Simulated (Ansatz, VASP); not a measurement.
# Cross-check of GeAs2C (CuAu-ordered zincblende type (invented)) between VASP and Ansatz

Aim: how closely do two programs agree when they are given the same cell, functional and k mesh? The cell is generated by rule, not measured, and may not be a known phase. The two relaxations start from unlike cells of this crystal (the structure described is Ansatz's start), so only their ends are compared.

Program: Ansatz 0.2.0. Level of theory: plane waves, with VASP 6.6.1 beside it; relaxation of cell and atoms at PBE. Results are calculated unless marked as measured.

## Step 1: Starting point

It takes space group P-4m2 (No. 115, tetragonal). Conventional cell: a = 3.593 Å, b = 3.593 Å, c = 5.081 Å, α = 90.00°, β = 90.00°, γ = 90.00°. Nearest to Ge lie 4 As at 2.20 Å. Nearest to C lie 4 As at 2.20 Å. Nearest to As lie 2 Ge at 2.20 Å and 2 C at 2.20 Å. Farther neighbours are not listed.

Coordinates:

```xyz
4
Lattice="3.5926 0.0000 0.0000 0.0000 3.5926 0.0000 0.0000 0.0000 5.0807" Properties=species:S:1:pos:R:3 pbc="T T T"
Ge    0.0000    0.0000    0.0000
C     1.7963    1.7963    2.5403
As    0.0000    1.7963    1.2702
As    1.7963    0.0000    3.8105
```

## Step 2: VASP: relaxation of cell and atoms, PBE

The relaxed volume is the usual yardstick between codes: in a stiff, nearly cubic crystal its relative difference is about their pressure difference at one cell divided by the bulk modulus.

Lines of VASP's logs that name or quote its potential files are left out, and so is its time.

The input, INCAR:

```
SYSTEM = GeAs2C
PREC = Accurate
ENCUT = 600
EDIFF = 1E-07
NELM = 120
ISMEAR = 0
SIGMA = 0.1
LREAL = .FALSE.
ALGO = Normal
GGA = PE
NBANDS = 20
LORBIT = 11
LWAVE = .FALSE.
LCHARG = .FALSE.
ISIF = 3
IBRION = 2
NSW = 80
EDIFFG = -0.005
LASPH = .TRUE.
GGA_COMPAT = .FALSE.
NELMIN = 4
KPAR = 2
```

The input, POSCAR:

```
GeAs2C
1.0
    3.9874970119      0.0000000000      0.0000000000
    0.0000000000      3.9874970119      0.0000000000
    0.0000000000      0.0000000000      4.5865397089
Ge C As
1 1 2
Direct
    0.0000000000      0.0000000000      0.0000000000
    0.5000000000      0.5000000000      0.5000000000
    0.0000000000      0.5000000000      0.3302026833
    0.5000000000      0.0000000000      0.6697973167
```

The input, KPOINTS:

```
Automatic mesh
0
Gamma
6 6 4
0 0 0
```

PAW data sets: Ge_d, C and As (PBE family, release 64).

Launch:

```bash
> mpirun -np 2 vasp_std
```

Numbers of over 12 decimals in the logs are rounded to 6 here.

Output:

```text
[banner, memory and clock lines left out]
running    2 mpi-ranks, on    1 nodes
 distrk:  each k-point on    1 cores,    2 groups
 distr:  one band on    1 cores,    1 groups

 POSCAR found type information on POSCAR GeC As
 POSCAR found :  3 types and       4 ions
 LDA part: xc-table for (Slater+PW92), standard interpolation
 POSCAR, INCAR and KPOINTS ok, starting setup
 FFT: planning ... GRIDC
 FFT: planning ... GRID_SOFT
 FFT: planning ... GRID
 WAVECAR not read
 entering main loop
       N       E                     dE             d eps       ncg     rms          rms(c)
DAV:   1     0.215870571441E+03    0.21587E+03   -0.14298E+04  1440   0.257E+03
DAV:   2     0.104196190752E+02   -0.20545E+03   -0.19699E+03  1304   0.674E+02
DAV:   3    -0.193380545532E+02   -0.29758E+02   -0.28799E+02  1468   0.131E+02
DAV:   4    -0.207754670593E+02   -0.14374E+01   -0.14253E+01  1432   0.301E+01
DAV:   5    -0.208099910510E+02   -0.34524E-01   -0.34486E-01  1548   0.508E+00    0.674E+00
DAV:   6    -0.198056495239E+02    0.10043E+01   -0.68713E+00  1652   0.123E+01    0.298E+00
DAV:   7    -0.197904822253E+02    0.15167E-01   -0.65412E-01  1300   0.416E+00    0.201E+00
DAV:   8    -0.197946345323E+02   -0.41523E-02   -0.21472E-01  1536   0.225E+00    0.663E-01
DAV:   9    -0.197801727939E+02    0.14462E-01   -0.74839E-02  1564   0.129E+00    0.121E-01
DAV:  10    -0.197808966812E+02   -0.72389E-03   -0.59254E-03  1320   0.400E-01    0.614E-02
DAV:  11    -0.197809180023E+02   -0.21321E-04   -0.55737E-04  1536   0.153E-01    0.153E-02
DAV:  12    -0.197809261922E+02   -0.81899E-05   -0.60609E-05  1352   0.440E-02    0.619E-03
DAV:  13    -0.197809277321E+02   -0.15399E-05   -0.57495E-06  1472   0.170E-02    0.283E-03
DAV:  14    -0.197809278446E+02   -0.11243E-06   -0.22036E-07  1340   0.299E-03    0.138E-03
DAV:  15    -0.197809278426E+02    0.19222E-08   -0.23032E-07  1180   0.226E-03
   1 F= -.19780928E+02 E0= -.19778323E+02  d E =-.197809E+02
 curvature:   0.00 expect dE= 0.000E+00 dE for cont linesearch  0.000E+00
 trial: gam= 0.00000 g(F)=  0.114E-06 g(S)=  0.102E-04 ort = 0.000E+00 (trialstep = 0.100E+01)
 search vector abs. value=  0.103E-04
 bond charge predicted
       N       E                     dE             d eps       ncg     rms          rms(c)
DAV:   1    -0.197809795580E+02   -0.51713E-04   -0.82235E-04  1624   0.400E-01    0.395E-02
DAV:   2    -0.197809473197E+02    0.32238E-04   -0.63275E-05  1604   0.117E-01    0.206E-02
DAV:   3    -0.197809360994E+02    0.11220E-04   -0.19532E-05  1632   0.630E-02    0.453E-03
DAV:   4    -0.197809358669E+02    0.23249E-06   -0.15311E-06  1524   0.130E-02    0.250E-03
DAV:   5    -0.197809359009E+02   -0.34034E-07   -0.14741E-07   948   0.559E-03
   2 F= -.19780936E+02 E0= -.19778328E+02  d E =-.805829E-05
 trial-energy change:   -0.000008  1 .order   -0.000006   -0.000010   -0.000001
 step:   1.0568(harm=  1.1477)  dis= 0.00006  next Energy=   -19.780936 (dE=-0.810E-05)
 reached required accuracy - stopping structural energy minimisation
```

From OUTCAR (step 2):

```text
ion  position               nearest neighbor table
   1  0.000  0.000  0.000-   3 2.50   4 2.50   3 2.50   4 2.50
   2  0.500  0.500  0.500-   3 2.14   4 2.14   4 2.14   3 2.14
   3  0.000  0.500  0.330-   2 2.14   2 2.14   1 2.50   1 2.50
   4  0.500  0.000  0.670-   2 2.14   2 2.14   1 2.50   1 2.50

  LATTYP: Found a simple tetragonal cell.
 ALAT       =     3.9874970119
 C/A-ratio  =     1.1502302560

 Subroutine GETGRP returns: Found  8 space group operations
 (whereof  8 operations were pure point group operations)

The static configuration has the point symmetry D_2d.

 Found     30 irreducible k-points:

   k-points           NKPTS =     30   k-points in BZ     NKDIM =     30   number of bands    NBANDS=     20

   dimension x,y,z NGX =    32 NGY =   32 NGZ =   40
   dimension x,y,z NGXF=    64 NGYF=   64 NGZF=   80

   ENCUT  =  600.0 eV  44.10 Ry    6.64 a.u.   7.96  7.96  9.16*2*pi/ulx,y,z

   NELECT =      28.0000    total number of electrons

 k-points in reciprocal lattice and weights: Automatic mesh
   0.00000000  0.00000000  0.00000000       0.007
   0.16666667  0.00000000  0.00000000       0.028
   0.33333333  0.00000000  0.00000000       0.028
   0.50000000  0.00000000  0.00000000       0.014
   0.16666667  0.16666667  0.00000000       0.028
   0.33333333  0.16666667  0.00000000       0.056
   0.50000000  0.16666667  0.00000000       0.028
   0.33333333  0.33333333  0.00000000       0.028
   0.50000000  0.33333333  0.00000000       0.028
[...]
0.50000000  0.33333333  0.50000000       0.028
   0.50000000  0.50000000  0.50000000       0.007

 average (electrostatic) potential at core
       1 -74.4012       2 -50.0981       3 -49.9711       4 -49.9711

 E-fermi :   5.3990

 k-point     1 :       0.0000    0.0000    0.0000
  band No.  band energies     occupation
    ...
     11       2.4966      2.00000
     12       3.3174      2.00000
     13       4.0577      2.00000
     14       4.0577      2.00000
     15       5.1929      1.99644
     16       5.4499      0.47218
     17       7.8460      0.00000
     18       8.2931      0.00000
     19       8.2931      0.00000
     20      11.8007      0.00000

 k-point     2 :       0.1667    0.0000    0.0000
  band No.  band energies     occupation
    ...
     11       1.6044      2.00000
     12       3.5520      2.00000
     13       3.7573      2.00000
     14       4.2936      2.00000
     15       4.9142      2.00000
     16       6.3349      0.00000
     17       8.1126      0.00000
     18       8.5097      0.00000
     19       8.7506      0.00000
     20      11.7694      0.00000

 k-point     3 :       0.3333    0.0000    0.0000
  band No.  band energies     occupation
    ...
     10       0.3355      2.00000
     11       0.4075      2.00000
     12       3.0523      2.00000
     13       3.1093      2.00000
     14       3.8953      2.00000
     15       6.8299      0.00000
     16       7.0944      0.00000
     17       8.6084      0.00000
     18       9.0114      0.00000
     19       9.1419      0.00000
    ...

  Total        0.0139515      0.0139515     -0.0097698      0.0000000      0.0000000      0.0000000
  in kB        0.3066589      0.3066589     -0.2147440      0.0000000      0.0000000      0.0000000
  external PRESSURE =       0.1328579 kB  Pullay stress =       0.0000000 kB

  energy-cutoff  :      600.00
  volume of cell :       72.89
      direct lattice vectors                 reciprocal lattice vectors
     3.987204647  0.000000000  0.000000000     0.250802276  0.000000000  0.000000000
     0.000000000  3.987204647  0.000000000     0.000000000  0.250802276 -0.000000000
     0.000000000  0.000000000  4.585006309     0.000000000 -0.000000000  0.218102208

 POSITION                                       TOTAL-FORCE (eV/Angst)
 -----------------------------------------------------------------------------------
      0.00000      3.98720      0.00000         0.000000     -0.000000      0.000000
      1.99360      1.99360      2.29250        -0.000000      0.000000      0.000000
      0.00000      1.99360      1.51403         0.000000      0.000000      0.000966
      1.99360      3.98720      3.07097         0.000000     -0.000000     -0.000966
 -----------------------------------------------------------------------------------
    total drift:                                0.000000      0.000000     -0.000000

  FREE ENERGIE OF THE ION-ELECTRON SYSTEM (eV)
  ---------------------------------------------------
  free  energy   TOTEN  =       -19.7809359009 eV

  energy  without entropy=      -19.7757200566  energy(sigma->0) =      -19.77832798

 reached required accuracy - stopping structural energy minimisation

 total charge
# of ion       s       p       d       tot
------------------------------------------
    1        1.159   1.117  10.038  12.314
    2        0.943   1.284   0.000   2.228
    3        1.262   1.380   0.082   2.724
    4        1.262   1.380   0.082   2.724
--------------------------------------------------
tot          4.627   5.161  10.202  19.989

[... 3 further parts left out ...]
```

CONTCAR:

```
GeAs2C
   1.00000000000000
     3.9872046472392610    0.0000000000000000    0.0000000000000000
     0.0000000000000000    3.9872046472392610    0.0000000000000000
     0.0000000000000000    0.0000000000000000    4.5850063094629183
  Ge              C               As
     1     1     2
Direct
     0.0000000000000000    1.0000000000000000    0.0000000000000000
     0.5000000000000000    0.5000000000000000    0.5000000000000000
     0.0000000000000000    0.5000000000000000    0.3302141207370416
     0.5000000000000000    1.0000000000000000    0.6697858792629584
```

The k-mesh is coarse for a metal. The run keeps the 8 symmetry operations of its start, so it cannot find a distortion of lower symmetry.

## Step 3: Ansatz: relaxation of cell and atoms, PBE

Ansatz runs on its default PAW (the set named soft_2) files.

Its own start cell and the same functional, mesh and smearing now go to Ansatz, which takes its cutoff from its data sets.

The input, input.yaml:

```yaml
crystal:
  lattice:
    - [3.59258, 0.0, 0.0]
    - [0.0, 3.59258, 0.0]
    - [0.0, 0.0, 5.08068]
  atoms:
    - { symbol: Ge, position: [0.0, 0.0, 0.0] }
    - { symbol: C, position: [0.5, 0.5, 0.5] }
    - { symbol: As, position: [0.0, 0.5, 0.25] }
    - { symbol: As, position: [0.5, 0.0, 0.75] }
kpoints:
  mp_grid: { grid: [6, 6, 4] }
hamiltonian:
  xc: pbe
scf:
  occupations: { method: gaussian, width: 0.1 }
output:
  forces: true
  stress: true
  eigenvalues: true
relax:
  adjacent_minimum: "off"
  f_tol: 0.05
  max_steps: 80
  cell: { stress_tol: 0.5 }
```

Launch:

```bash
> ansatz run input.yaml --threads 2 --pin off --max-ram 5120MiB --backend cpu --events-out ev --progress --plain --runs-dir out
```

Output:

```text
The last accepted step is kept in <dir> (removed where the run ends without a failure and the disk answers)
Engine: ansatz 0.2.0, aarch64-unknown-linux-gnu
Pseudopotentials: kind: paw
Pseudopotential: Ge, paw, valence charge 14, recommended cutoff 420 eV (normal), Ge.paw.azcp
Pseudopotential: C, paw, valence charge 4, recommended cutoff 420 eV (normal), C.paw.azcp
Pseudopotential: As, paw, valence charge 15, recommended cutoff 420 eV (normal), As.paw.azcp
Functional definition: PBE
  parameter kappa = 0.804
  parameter beta = 0.066725
  exchange = pbe_x(kappa = kappa, mu = beta*pi^2/3)
  correlation = pbe_c(beta = beta)
Crystal: 4 atoms, lattice volume = 65.574 Å³
Basis set: ecut = 420 eV, 1281 PW (Γ), exchange–correlation on 50×50×72 points (8 copies of the dense FFT grid, shifted against one another)
Bands: 29, of which v1, the nominal top of the filled ones, is band 24 counted from 1 (23 counted from 0)
Symmetry: 8 space group operations
Space group: P-4m2 (ITA 115), of the structure as read, at distance tolerance 4.0e-5 Å
k-points: 30 of 144 (time reversal used)
Non-local potential: Ge, projectors of the file, l = 0: 2, l = 1: 2, l = 2: 3, l = 3: 1
Non-local potential: C, projectors of the file, l = 0: 2, l = 1: 2, l = 2: 1
Non-local potential: As, projectors of the file, l = 0: 2, l = 1: 2, l = 2: 3, l = 3: 1
PAW form: soft (Blöchl's): semilocal exchange-correlation on the pseudo side does not see the compensation charge
PAW one-centre angular grid: Ge, 590 points (default); XC on 64 Gauss nodes
PAW one-centre angular grid: C, 110 points (default); XC on 64 Gauss nodes
PAW one-centre angular grid: As, 590 points (default); XC on 64 Gauss nodes
Initial density: superposition of atomic densities (neutral atoms: chi_scale 0, normalization atom), corrected by the library's trained network
Initial wavefunctions: pseudopotential atomic-orbital guess
Functional: x = pbe(κ = 0.804, μ = 0.219515), c = pbe(β = 0.066725)
SCF iter   1: F=—  HF=-14252.525037 eV  |F-HF|=—  |Δ(HF+E_count)|=         —  Δρ=4.04e-3  dr2=2.44e-2  ethr=1.77e-3  ⟨swp⟩=5.7  Hψ=3560  notcnv=0
preconditioner: auto → Kerker (q_TF=auto, 2.590 Å⁻¹)  [metal: Δε(μ)=0.066 eV  Ē_g=10.028 eV  σ=0.100 eV  W_gap=0.36  n_scr=20 (ndim 8)  ℏωp=19.5 eV  f_vac=0.006  D(μ)=1.85/eV (n_scr^D=14)]
SCF iter   2: F=—  HF=-14252.521957 eV  |F-HF|=—  |Δ(HF+E_count)|=   3.08e-3  Δρ=2.22e-3  dr2=9.69e-3  ethr=5.08e-5  ⟨swp⟩=1.3  Hψ=1144  notcnv=0
SCF iter   3: F=—  HF=-14252.521270 eV  |F-HF|=—  |Δ(HF+E_count)|=   6.86e-4  Δρ=1.29e-3  dr2=1.71e-3  ethr=2.02e-5  ⟨swp⟩=2.0  Hψ=1252  notcnv=0
SCF iter   4: F=—  HF=-14252.520386 eV  |F-HF|=—  |Δ(HF+E_count)|=   8.85e-4  Δρ=5.47e-4  dr2=2.97e-4  ethr=3.57e-6  ⟨swp⟩=2.0  Hψ=1277  notcnv=0
SCF iter   5: F=—  HF=-14252.520382 eV  |F-HF|=—  |Δ(HF+E_count)|=   4.05e-6  Δρ=3.06e-4  dr2=5.92e-5  ethr=6.19e-7  ⟨swp⟩=2.0  Hψ=1576  notcnv=0
SCF iter   6: F=—  HF=-14252.520387 eV  |F-HF|=—  |Δ(HF+E_count)|=   5.01e-6  Δρ=1.56e-4  dr2=1.19e-5  ethr=1.23e-7  ⟨swp⟩=2.0  Hψ=1572  notcnv=0
SCF iter   7: F=—  HF=-14252.520381 eV  |F-HF|=—  |Δ(HF+E_count)|=   6.14e-6  Δρ=6.53e-5  dr2=2.02e-6  ethr=2.49e-8  ⟨swp⟩=2.7  Hψ=1652  notcnv=0
SCF iter   8: F=-14252.520381 eV  HF=-14252.520381 eV  |F-HF|=6.37e-9  |Δ(HF+E_count)|=   2.07e-7  Δρ=9.48e-6  dr2=4.42e-8  ethr=2.08e-10  ⟨swp⟩=5.1  Hψ=4023  notcnv=0
SCF 1 converged in 8 iterations: F = -14252.520381 eV  dr2 = 4.42e-8
  greatest PAW one-centre occupation: 0.999 electrons in one spin orbital (limit 2), on the As atom at site 2 (counted from 0), in its partial waves of l = 2
relax step   1: F+E_penalty+E_count = -14252.52038088 eV  Δ(F+E_penalty+E_count) = +0.000e0 eV  max|allowed force component| = 4.825e0 eV/Å  Δτ_max = 0.0000 Å  P = +23.644 GPa  Ω = 65.574 Å³  (8 SCF iters, dr2 threshold 1.00e-7 eV, accepted)
[...]
relax step  11: F+E_penalty+E_count = -14254.89167011 eV  Δ(F+E_penalty+E_count) = -2.083e-2 eV  max|allowed force component| = 1.242e-3 eV/Å  Δτ_max = 0.0000 Å  P = +0.395 GPa  Ω = 72.517 Å³  stress off target by 5.87e-1 GPa  SCF on the basis re-selected at this cell (its energy is not comparable with the rows above)  (7 SCF iters)
[...]
relax step  12: F+E_penalty+E_count = -14254.89245228 eV  Δ(F+E_penalty+E_count) = -7.822e-4 eV  max|allowed force component| = 2.342e-2 eV/Å  Δτ_max = 0.0018 Å  P = -0.036 GPa  Ω = 72.728 Å³  energy of the carried Pulay correction = -7.223e-5 eV  (5 SCF iters, dr2 threshold 4.00e-7 eV, accepted)
[...]
relax step  13: F+E_penalty+E_count = -14254.89253655 eV  Δ(F+E_penalty+E_count) = -8.427e-5 eV  max|allowed force component| = 2.341e-2 eV/Å  Δτ_max = 0.0000 Å  P = -0.037 GPa  Ω = 72.728 Å³  stress off target by 3.75e-2 GPa  SCF on the basis re-selected at this cell (its energy is not comparable with the rows above)  (4 SCF iters)
basis re-selected at this cell: Δ(F+E_penalty+E_count) = -8.427e-5 eV, ΔP = -0.002 GPa vs the last step (what re-selecting the basis moved, of the pressure what is left beyond the Pulay correction that the steps carried, after the strain that the cell walked since its last selection, with what the two solves' SCF thresholds leave and, on support functions, any second-order correction that the steps lacked; it is no m [...]
SCF converged after 4 iterations
Free energy (F): -14254.892537 eV
Harris-Foulkes:  -14254.892537 eV  (|F-HF|=7.49e-10)
Internal energy: -14254.887261 eV  (E = F + TS)
E sigma→0 (E₀):  -14254.889899 eV
Entropy (-TS):   -0.005276 eV (-1.319 meV/atom)
Fermi energy:    9.951597 eV
--- Per-component energies (eV) ---
  E_band       = -613.337778
  E_kinetic    = 398.361300
  E_local      = -5933.431512  (includes V_loc(G=0)·N_el)
  E_nonlocal   = -894.399457
  E_hartree    = 2975.231945
  E_xc         = -280.258501
  E_vxc        = -280.299404  (∫ρ·V_xc dr)
  E_paw        = -5788.410487  (= ΣΔE_a)
  E_vpaw       = 145.967621  (= ΣTr[D̂ρ^β])
  E_aug_tail   = 0.000328  (compensation charges beyond the density's cutoff)
  E_ewald      = -4731.980877
  E_smearing   = -0.005276  (= −TS)
  E_closure    = -0.000000  (closes the sum)
  Σ components = -14254.892537   (vs F -14254.892537, Δ=0.00e0)
--- Forces (eV/Å), atoms counted from 1 ---
  atom   1  Ge     0.00000000    -0.00000000    -0.00000000
  atom   2  C      0.00000000     0.00000000     0.00000000
  atom   3  As    -0.00000000    -0.00000000     0.02341190
  atom   4  As    -0.00000000    -0.00000000    -0.02341190
  max |Σ_I F_I| component: 6.12e-16 eV/Å
--- Stress (GPa, compression-positive) ---
       -0.037498      -0.000000      -0.000000
       -0.000000      -0.037498       0.000000
       -0.000000       0.000000      -0.036980
  P = ⅓ Tr σ = -0.0373 GPa (-0.373 kbar)
--- Band table (eV; the first three rows and the last of 30) ---
  k-point 0: bands = [... 20 lower, 7.0515, 7.8676, 8.5996, 8.5996, 9.7454, 9.9968, 12.3873, 12.8440, ... 1 higher]
  k-point 1: bands = [... 20 lower, 5.7128, 8.0652, 8.0652, 8.5714, 9.0712, 11.1660, 12.5418, 13.1405, ... 1 higher]
  k-point 2: bands = [... 20 lower, 4.7116, 7.5259, 7.5259, 8.5789, 8.8286, 12.2868, 13.1420, 13.4626, ... 1 higher]
  k-point 29: bands = [... 20 lower, 4.9062, 4.9062, 5.8022, 13.1576, 13.1576, 14.6190, 15.0077, 15.1575, ... 1 higher]
--- Relaxed structure (11 steps of the walk, 10 accepted, 2 SCFs on fresh bases) ---
  F+E_penalty+E_count = -14254.89253655 eV   max|allowed force component| = 2.341e-2 eV/Å   (the final SCF, on the basis selected at the relaxed cell)
  cell:  # Å, volume = 72.7285 Å³
    - [3.984649, 0, 0]
    - [0, 3.984649, 0.0]
    - [0, 0.0, 4.580621]
  atoms:
    - { symbol: Ge, position: [0, 0, 0] }
    - { symbol: C, position: [0.5, 0.5, 0.5] }
    - { symbol: As, position: [0, 0.5, 0.329794] }
    - { symbol: As, position: [0.5, 0, 0.670206] }
```

In the SCF lines HF is the Harris–Foulkes energy and dr2 the Hartree energy of the density residual, in eV; the loop may stop once dr2 is under the threshold and the program's other checks hold. Hψ counts applications of the Hamiltonian.

## Step 4: Comparison

Known differences besides the potentials themselves: the data sets hold 48 valence electrons in Ansatz (on its default PAW (the set named soft_2) files) and 28 in VASP; the cutoff is 420 eV in Ansatz and 600 eV in VASP; Ansatz adds a Pulay correction to the stress that steers its cell, VASP none. Total energies have different zeros and are not compared.

Both answers:

| quantity | Ansatz | VASP | difference |
| --- | --- | --- | --- |
| volume (Å³) | 72.73 | 72.89 | -0.22 % |
| edge a after relaxation, in the typed setting (Å) | 3.985 | 3.987 | -0.07 % |
| edge c after relaxation, in the typed setting (Å) | 4.581 | 4.585 | -0.10 % |

## Step 5: Summary of results

- difference in volume (relaxation of cell and atoms, PBE): -0.22 %

What this shows: The difference in volume is -0.22 % (relaxation of cell and atoms, PBE), within the 1.2 % picked in this series as the mark of a large difference, as far as the stopping tolerances let one tell. The data sets hold unlike numbers of valence electrons (48 in Ansatz and 28 in VASP), so part of the differences comes from the potentials. How closely two codes agree says nothing of how well the functional describes the real material.

[Lines on the potential files, build, host, timing and source positions are cut from VASP's logs without a mark.]

[Logs are printed without paths, hosts, clocks, repeated set-up lines and the standing remarks that a program may print on its own settings, such as how far it seeks lower states.]

[Hosts, paths, dates, database ids (printed as entryN), source tags and the programs' standing remarks are cut or masked in the printed files.]
